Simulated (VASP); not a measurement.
VASP input:

INCAR:
```
ALGO=Normal
EDIFF=1E-6
ENCUT=300
GGA=PE
ISIF=2
ISMEAR=-1
LASPH=.TRUE.
LCHARG=.FALSE.
LMAXMIX=4
LREAL=.FALSE.
LWAVE=.FALSE.
NELM=100
PREC=Accurate
SIGMA=0.1
SYSTEM=Bi
```

KPOINTS:
```
Automatic mesh
0
Gamma
7 7 1
0 0 0
```

### POSCAR
```
Bi
1.0
  4.2088370000   0.0000000000   0.0000000000
 -2.1044180000   3.6449600000   0.0000000000
  0.0000000000   0.0000000000  15.4253200000
Bi
2
Cartesian
  2.1044207711   1.2149854517   8.4253252093
 -0.0000017711   2.4299745483   6.9999947907
```

POTCAR, in this order: Bi_d (PBE.64 set). Program: vasp_std.

Problem. Write an equivalent input for Ansatz.

Solution. One equivalent input (not run):
Ansatz 0.2 input:
```yaml
crystal:
  lattice:
    - [4.2088370, 0.0000000, 0.0000000]
    - [-2.1044180, 3.6449600, 0.0000000]
    - [0.0000000, 0.0000000, 15.4253200]
  atoms:
    - { symbol: Bi, position: [0.6666670, 0.3333330, 0.5462010] }
    - { symbol: Bi, position: [0.3333330, 0.6666670, 0.4537990] }
kpoints:
  mp_grid: { grid: [7, 7, 1] }
hamiltonian:
  xc: pbe
  pseudopotentials: { kind: paw }
scf:
  occupations: { method: fermi_dirac, width: 0.1 }
  max_iter: 100
output: { forces: true, stress: true, eigenvalues: true }
```
What does not carry over: each code has its own PAW files, so the cut-off isn't converted (ENCUT is set for VASP's; basis.ecutwfc is left out, and Ansatz then takes the one that its files recommend); Ansatz stops its SCF on the density residual and VASP on the energy change (EDIFF).

The cell is a sheet with vacuum, built from a generated structure.
